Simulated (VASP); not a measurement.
These are LDA (Ceperley-Alder, Perdew-Zunger), VASP's LDA PAW potentials (set 64) (plane waves; VASP) values and carry that method's errors.

Input for VASP

**POSCAR**
```
Ru
1.0
  1.3073569919  -2.2644089350   0.0000000000
  1.3073569919   2.2644089350   0.0000000000
  0.0000000000   0.0000000000   4.1342692469
Ru
2
Cart
  1.3073569919   0.7548044879   1.0335673117
  1.3073569919  -0.7548044879   3.1007019352
```

File KPOINTS:
```
Automatic mesh
0
Gamma
16 16 9
0 0 0
```

**INCAR**
```
LCHARG = .FALSE.
ISMEAR = 1
SYSTEM = Ru
NSW = 40   ! most ionic steps
EDIFF = 1E-6   ! SCF stop (eV)
ENCUT = 500
LWAVE = .FALSE.
ISIF = 3   ! ions, shape and volume
LASPH = .TRUE.   ! aspherical one-centre terms
IBRION = 2   ! conjugate gradients
PREC = Accurate
NELM = 100   ! most electronic steps
EDIFFG = -0.02
LMAXMIX = 4   ! l cut-off of mixed one-centre charges
ALGO = Normal   ! blocked Davidson
LREAL = .FALSE.   ! projection in real space or not
PSTRESS = 300
SIGMA = 0.1   ! width (eV)
```

POTCAR, in this order: Ru_pv (LDA.64 set). Program: vasp_std.

What VASP printed:

### OUTCAR
```
 ion  position               nearest neighbor table
   1  0.333  0.667  0.250-   2 2.56   2 2.56   2 2.56   2 2.56   2 2.56   2 2.56
   2  0.667  0.333  0.750-   1 2.56   1 2.56   1 2.56   1 2.56   1 2.56   1 2.56
  LATTYP: Found a hexagonal cell.
 ALAT       =     2.6147141582
 C/A-ratio  =     1.5811553373
 Subroutine PRICEL returns:
 Original cell was already a primitive cell.
 Subroutine GETGRP returns: Found 24 space group operations
The static configuration has the point symmetry D_3d.
 The point group associated with its full space group is D_6h.
The dynamic configuration has the point symmetry D_3d.
 Subroutine INISYM returns: Found 24 space group operations
 Subroutine IBZKPT returns following result:
 Found    150 irreducible k-points:

 Following reciprocal coordinates:
            Coordinates               Weight
  0.000000  0.000000  0.000000      1.000000
  0.062500  0.000000  0.000000      6.000000
  0.125000  0.000000  0.000000      6.000000
  0.187500  0.000000  0.000000      6.000000
  0.250000  0.000000  0.000000      6.000000
  0.312500  0.000000  0.000000      6.000000
  0.375000  0.000000  0.000000      6.000000
  0.437500  0.000000  0.000000      6.000000
  0.500000  0.000000  0.000000      3.000000
  0.062500  0.062500  0.000000      6.000000
  0.125000  0.062500  0.000000     12.000000
  0.187500  0.062500  0.000000     12.000000
  0.250000  0.062500  0.000000     12.000000
  0.312500  0.062500  0.000000     12.000000
  0.375000  0.062500  0.000000     12.000000
  0.437500  0.062500  0.000000     12.000000
  0.125000  0.125000  0.000000      6.000000
  0.187500  0.125000  0.000000     12.000000
  0.250000  0.125000  0.000000     12.000000
  0.312500  0.125000  0.000000     12.000000
  0.375000  0.125000  0.000000     12.000000
  0.437500  0.125000  0.000000      6.000000
...
```

OSZICAR:
```
       N       E                     dE             d eps       ncg     rms          rms(c)
DAV:   1     0.281643245705E+03    0.28164E+03   -0.17713E+04  5408   0.171E+03
DAV:   2    -0.158265353242E+02   -0.29747E+03   -0.29132E+03  5734   0.497E+02
DAV:   3    -0.225260418563E+02   -0.66995E+01   -0.65383E+01  5632   0.807E+01
DAV:   4    -0.225989235183E+02   -0.72882E-01   -0.72719E-01  6826   0.726E+00
DAV:   5    -0.225998536032E+02   -0.93008E-03   -0.92998E-03  5912   0.717E-01    0.236E+01
DAV:   6    -0.213732420079E+02    0.12266E+01   -0.28959E+00  5480   0.182E+01    0.746E+00
DAV:   7    -0.212501856088E+02    0.12306E+00   -0.33529E-01  5582   0.556E+00    0.152E+00
DAV:   8    -0.212376994835E+02    0.12486E-01   -0.14811E-02  5520   0.158E+00    0.927E-02
DAV:   9    -0.212377417642E+02   -0.42281E-04   -0.26026E-04  7134   0.150E-01    0.313E-02
DAV:  10    -0.212377652655E+02   -0.23501E-04   -0.90860E-06  5676   0.273E-02    0.432E-03
DAV:  11    -0.212377652431E+02    0.22465E-07   -0.67689E-07  3132   0.912E-03
   1 F= -.16654358E+02 E0= -.16654433E+02  d E =-.166544E+02
       N       E                     dE             d eps       ncg     rms          rms(c)
DAV:   1    -0.212451745855E+02   -0.74093E-02   -0.62155E-02  5478   0.245E+00    0.320E-01
DAV:   2    -0.212435306372E+02    0.16439E-02   -0.32769E-03  5476   0.613E-01    0.996E-02
DAV:   3    -0.212432852726E+02    0.24536E-03   -0.66994E-04  5914   0.214E-01    0.362E-02
DAV:   4    -0.212432825887E+02    0.26839E-05   -0.52257E-05  7764   0.599E-02    0.138E-02
DAV:   5    -0.212432833740E+02   -0.78525E-06   -0.46934E-06  5772   0.192E-02
   2 F= -.16654294E+02 E0= -.16654390E+02  d E =0.640427E-04
       N       E                     dE             d eps       ncg     rms          rms(c)
DAV:   1    -0.212406965964E+02    0.25860E-02   -0.22491E-02  5474   0.147E+00    0.193E-01
DAV:   2    -0.212400979824E+02    0.59861E-03   -0.11890E-03  5476   0.368E-01    0.601E-02
DAV:   3    -0.212400085920E+02    0.89390E-04   -0.24361E-04  5918   0.128E-01    0.222E-02
DAV:   4    -0.212400077977E+02    0.79432E-06   -0.19041E-05  7754   0.361E-02    0.834E-03
DAV:   5    -0.212400082053E+02   -0.40762E-06   -0.16565E-06  3684   0.118E-02
   3 F= -.16654391E+02 E0= -.16654475E+02  d E =-.335853E-04
```

### OUTCAR
```
------------------------ aborting loop because EDIFF is reached ----------------------------------------
  FORCE on cell =-STRESS in cart. coord.  units (eV):
  Direction    XX          YY          ZZ          XY          YZ          ZX
  --------------------------------------------------------------------------------------
  Total        4.5863852      4.5863861      4.5812124      0.0000000      0.0000000      0.0000000
  in kB      300.0502611    300.0503192    299.7118425      0.0000000      0.0000000      0.0000000
  external PRESSURE =      -0.0625258 kB  Pullay stress =     300.0000000 kB
  volume of cell :       24.49
      direct lattice vectors                 reciprocal lattice vectors
     1.307977342 -2.265483431 -0.000000000     0.382269619 -0.220703446  0.000000000
     1.307977342  2.265483431  0.000000000     0.382269619  0.220703446 -0.000000000
     0.000000000  0.000000000  4.132339511     0.000000000 -0.000000000  0.241993669
 POSITION                                       TOTAL-FORCE (eV/Angst)
 -----------------------------------------------------------------------------------
      1.30798      0.75516      1.03308         0.000000      0.000000      0.000000
      1.30798     -0.75516      3.09925        -0.000000     -0.000000      0.000000
 -----------------------------------------------------------------------------------
    total drift:                               -0.000000      0.000464     -0.000045
  FREE ENERGIE OF THE ION-ELECTRON SYSTEM (eV)
  ---------------------------------------------------
  free  energy   TOTEN  =       -21.2400082053 eV

  energy  without entropy=      -21.2402607422  energy(sigma->0) =      -21.24009238
  enthalpy is  TOTEN    =       -16.6543912482 eV   P V=        4.5856169572

 reached required accuracy - stopping structural energy minimisation
```
(Selected blocks of OUTCAR.)

CONTCAR:
```
Ru
   1.00000000000000
     1.3079773420214744   -2.2654834308289438   -0.0000000000000000
     1.3079773420214744    2.2654834308289438    0.0000000000000000
     0.0000000000000000    0.0000000000000000    4.1323395106440106
  Ru
     2
Direct
     0.3333330000000032    0.6666669999999968    0.2500000000000000
     0.6666669999999968    0.3333330000000032    0.7500000000000000
```

The compound is Ru in the hcp structure. This run relaxes it under an external pressure of 30 GPa. Symmetry was kept, so distortions that lower it aren't found.
